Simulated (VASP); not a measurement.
Input:

```
CELL_PARAMETERS angstrom
     -3.82226     3.82226     3.07552
      3.82226    -3.82226     3.07552
      3.82226     3.82226    -3.07552
ATOMIC_POSITIONS crystal
  Ge 0.15800 0.65800 0.81600
  Ge 0.34200 0.15800 0.50000
  Ge 0.65800 0.84200 0.50000
  Ge 0.84200 0.34200 0.18400
  Hf 0.75000 0.75000 0.00000
  Hf 0.25000 0.25000 0.00000
```

These are PBE GGA, VASP's PBE PAW potentials (set 64) (plane waves; VASP 6.6.1) values and carry that method's errors. Numerical set-up: 300 eV cut-off, 3×3×3 Γ-centred mesh, Fermi-Dirac smearing of 0.10 eV, potentials Ge_d Hf_pv.

At this cut-off the stress carries a Pulay error, which pulls relaxed volumes low. Unless said otherwise, spin-orbit coupling is left out, though it shifts the bands of the heavy elements here.

**Question.** What does the run give for the energy per atom (σ→0), pressure, band gap (on the k-mesh) with the smallest direct gap where there is one?

**Answer.** 
```json
{
 "band gap (on the k-mesh)": "none (metal, semimetal or under 0.01 eV)",
 "energy per atom (σ→0)": "-5.705 eV/atom",
 "pressure": "-15.48 GPa"
}
```

The absolute energy has meaning only against runs of the same code, potentials and settings.

The structure was generated: HfGe2 was put into an ordered model structure, which need not be its known phase. The cell was not relaxed at this level. The k-mesh is coarse (spacing up to 0.44 per Å, 2π included), so the numbers may not be converged in it.
